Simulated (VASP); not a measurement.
Data:

```xyz
3
Lattice="3.8811 0.0000 0.0000 -1.9405 3.3611 0.0000 0.0000 0.0000 17.0997" Properties=species:S:1:pos:R:3 pbc="T T T"
Sn     0.0000     0.0000     8.5499
Se     0.0000     2.2407    10.0997
Se     1.9405     1.1204     7.0000
```

Computed with LDA (Ceperley-Alder, Perdew-Zunger), VASP's LDA PAW potentials (set 64) (plane waves; VASP 6.6.1). Settings: 300 eV cut-off, 7×7×1 Γ-centred mesh, Fermi-Dirac smearing of 0.14 eV, potentials Sn_d Se.

The cell holds a wide vacuum, so values per volume refer to the whole cell.

Predict the energy per atom (σ→0), largest force.

```yaml
energy per atom (σ→0): -4.523 eV/atom
largest_force: 0.053 eV/Å
```

Total energies compare only between runs with the same potentials, cut-off and functional.

The cell is a sheet with vacuum, built from a generated structure.
